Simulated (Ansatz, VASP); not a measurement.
# Cross-check of GeH2 (CdI2 type (invented)) between VASP and Ansatz, part 2 of 2

Aim: how closely do two programs agree when they are given the same cell, functional and k mesh? The cell is generated by rule, not measured, and may not be a known phase. Of the first pair: The two relaxations start from unlike cells of this crystal (the structure described is Ansatz's start), so only their ends are compared.

VASP 6.6.1 and Ansatz 0.2.0.

So far: The starting structure; VASP: relaxation of cell and atoms, LDA, pair 1; Ansatz: relaxation of cell and atoms, LDA, pair 1; Comparison.

### 5. VASP: relaxation of cell and atoms, LDA, pair 2

Level of this step: LDA; plane waves and PAW (Ge_d, H); invented cell (VASP).

The relaxed volume is the usual yardstick between codes: in a stiff, nearly cubic crystal its relative difference is about their pressure difference at one cell divided by the bulk modulus. Its start cell is another than that of the pair before, and may be another structure of the material.

INCAR

```
SYSTEM = GeH2
PREC = Accurate
ENCUT = 500
EDIFF = 1E-07
NELM = 120
ISMEAR = 0
SIGMA = 0.1
LREAL = .FALSE.
ALGO = Normal
GGA = CA
NBANDS = 14
LORBIT = 11
LWAVE = .FALSE.
LCHARG = .FALSE.
ISIF = 3
IBRION = 2
NSW = 80
EDIFFG = -0.005
LASPH = .TRUE.
GGA_COMPAT = .FALSE.
NELMIN = 4
```

POSCAR

```
GeH2
1.0
    3.3098650000      0.0000000000      0.0000000000
   -1.6549320000      2.8664270000      0.0000000000
    0.0000000000      0.0000000000      2.7127010000
Ge H
1 2
Direct
    0.0000000000      0.0000000000      0.0000000000
    0.3333331745      0.6666665504      0.2084059393
    0.6666668255      0.3333334496      0.7915940607
```

KPOINTS

```
Automatic mesh
0
Gamma
15 15 16
0 0 0
```

Potentials, in the order of the species: Ge_d and H (LDA family, release 64).

Started as:

```console
> mpirun -np 1 vasp_std
```

Numbers of over 12 decimals in the logs are rounded to 6 here.

Output:

```text
[... set-up lines as in an earlier step ...]
 entering main loop
       N       E                     dE             d eps       ncg     rms          rms(c)
DAV:   1     0.714090221468E+02    0.71409E+02   -0.77113E+03 11464   0.272E+03
DAV:   2    -0.330526708222E+01   -0.74714E+02   -0.70911E+02 11398   0.451E+02
DAV:   3    -0.108512429576E+02   -0.75460E+01   -0.75062E+01 12604   0.814E+01
DAV:   4    -0.109748396971E+02   -0.12360E+00   -0.12358E+00 12160   0.111E+01
[...]
DAV:  11    -0.107055747292E+02   -0.66128E-06   -0.21480E-06 13144   0.199E-02    0.357E-03
DAV:  12    -0.107055746122E+02    0.11701E-06   -0.19502E-07 10976   0.940E-03    0.323E-04
DAV:  13    -0.107055746127E+02   -0.49658E-09   -0.41197E-08  5990   0.210E-03
   1 F= -.10705575E+02 E0= -.10704759E+02  d E =-.107056E+02
[... from here on, the cycles between the ionic steps are left out ...]
   2 F= -.10707346E+02 E0= -.10706459E+02  d E =-.177185E-02
   3 F= -.10708443E+02 E0= -.10707429E+02  d E =-.286879E-02
   4 F= -.10708487E+02 E0= -.10707449E+02  d E =-.291224E-02
   7 F= -.10709528E+02 E0= -.10708452E+02  d E =-.104074E-02
   8 F= -.10709719E+02 E0= -.10708630E+02  d E =-.190919E-03
   9 F= -.10709897E+02 E0= -.10708784E+02  d E =-.369216E-03
  10 F= -.10709776E+02 E0= -.10708583E+02  d E =-.248597E-03
  11 F= -.10709927E+02 E0= -.10708797E+02  d E =-.399775E-03
  12 F= -.10710013E+02 E0= -.10708894E+02  d E =-.860993E-04
  13 F= -.10710027E+02 E0= -.10708911E+02  d E =-.995635E-04
  14 F= -.10710014E+02 E0= -.10708907E+02  d E =-.869008E-04
  15 F= -.10710029E+02 E0= -.10708915E+02  d E =-.101345E-03
  16 F= -.10710029E+02 E0= -.10708936E+02  d E =-.658844E-06
  17 F= -.10710052E+02 E0= -.10708949E+02  d E =-.228391E-04
[...]
reached required accuracy - stopping structural energy minimisation
```

Parts of OUTCAR (step 5):

```text
  Total        0.0039785      0.0039785      0.0117922      0.0000000      0.0000000      0.0000000
  in kB        0.2468723      0.2468723      0.7317295      0.0000000      0.0000000      0.0000000
  external PRESSURE =       0.4084913 kB  Pullay stress =       0.0000000 kB

 POSITION                                       TOTAL-FORCE (eV/Angst)
 -----------------------------------------------------------------------------------
      0.00000      0.00000      0.00000        -0.000000     -0.000000      0.000000
     -0.00000      1.89198      0.59710         0.000000     -0.000000      0.000236
      1.63850      0.94599      2.17923        -0.000000      0.000000     -0.000236
 -----------------------------------------------------------------------------------
    total drift:                                0.000000     -0.000000     -0.000000

  FREE ENERGIE OF THE ION-ELECTRON SYSTEM (eV)
  ---------------------------------------------------
  free  energy   TOTEN  =       -10.7100515506 eV

  energy  without entropy=      -10.7078458446  energy(sigma->0) =      -10.70894870

[... 1 part as in an earlier step ...]

[... 3 further parts left out ...]
[key lines of the parts left out:]
E-fermi :   4.8993
```

### 6. Ansatz: relaxation of cell and atoms, LDA, pair 2

The same cell, functional (in two slightly different forms), mesh and smearing now go to Ansatz, which takes its cutoff from its data sets.

The cell is taken from a series of runs on this material, whose earlier steps may have relaxed, scaled, displaced or heated it; both programs get it as it stands.

input.yaml

```yaml
crystal:
  lattice:
    - [3.3098650115, -3.172e-07, 0.0]
    - [-1.6549322311, 2.8664273417, 0.0]
    - [0.0, 0.0, 2.712700543]
  atoms:
    - { symbol: Ge, position: [0.0, 0.0, 0.0] }
    - { symbol: H, position: [0.3333333333, 0.6666666667, 0.2084057996] }
    - { symbol: H, position: [0.6666666667, 0.3333333333, 0.7915942004] }
kpoints:
  mp_grid: { grid: [15, 15, 16] }
hamiltonian:
  xc: lda
scf:
  occupations: { method: gaussian, width: 0.1 }
output:
  forces: true
  stress: true
  eigenvalues: true
relax:
  adjacent_minimum: "off"
  f_tol: 0.005
  max_steps: 80
  cell: { stress_tol: 0.05 }
```

Started as:

```console
> ansatz run input.yaml --threads 2 --pin off --max-ram 5120MiB --backend cpu --events-out ev --progress --plain --runs-dir out
```

Output:

```text
[...]
Crystal: 3 atoms, lattice volume = 25.737 Å³
Basis set: ecut = 420 eV, 501 PW (Γ)
Bands: 12, of which v1, the nominal top of the filled ones, is band 8 counted from 1 (7 counted from 0)
Symmetry: 12 space group operations
[...]
k-points: 376 of 3600
[...]
--- Relaxed structure (5 steps of the walk, 4 accepted, 1 SCFs on fresh bases) ---
[...]
cell:  # Å, volume = 25.8875 Å³
    - [3.275183, -3.13845861117485e-7, -2.0574060518568213e-18]
    - [-1.637591, 2.836392, 1.0287029009391651e-18]
    - [-1.6862097078308411e-18, 0, 2.786689]
  atoms:
    - { symbol: Ge, position: [0, 0, 0] }
    - { symbol: H, position: [0.333333, 0.666667, 0.215402] }
    - { symbol: H, position: [0.666667, 0.333333, 0.784598] }
[key lines of the parts left out:]
SCF converged after 5 iterations
Free energy (F): -4245.489067 eV
Fermi energy:    8.158689 eV
P = ⅓ Tr σ = -0.0196 GPa (-0.196 kbar)
```

### 7. Comparison

Both answers:

| quantity | Ansatz | VASP | difference |
| --- | --- | --- | --- |
| volume (Å³) | 25.89 | 25.82 | +0.26 % |
| edge a after relaxation, in the typed setting (Å) | 3.275 | 3.277 | -0.05 % |
| edge c after relaxation, in the typed setting (Å) | 2.787 | 2.776 | +0.37 % |

### 8. Results

* difference in edge c after relaxation, in the typed setting (relaxation of cell and atoms, LDA, pair 1): -0.17 %
* difference in edge c after relaxation, in the typed setting (relaxation of cell and atoms, LDA, pair 2): 0.37 %

What this shows: The difference in edge c after relaxation, in the typed setting is 0.37 % (relaxation of cell and atoms, LDA, pair 2), within the 1.2 % picked in this series as the mark of a large difference, as far as the stopping tolerances let one tell. Such differences can come from data sets, numerical settings and the points named under the comparisons, not from the functional's error against experiment.

[Lines on the potential files, build, host, timing and source positions are cut from VASP's logs without a mark.]

[Logs are printed without paths, hosts, clocks, repeated set-up lines and the standing remarks that a program may print on its own settings, such as how far it seeks lower states.]

[Hosts, paths, dates, database ids (printed as entryN), source tags and the programs' standing remarks are cut or masked in the printed files.]
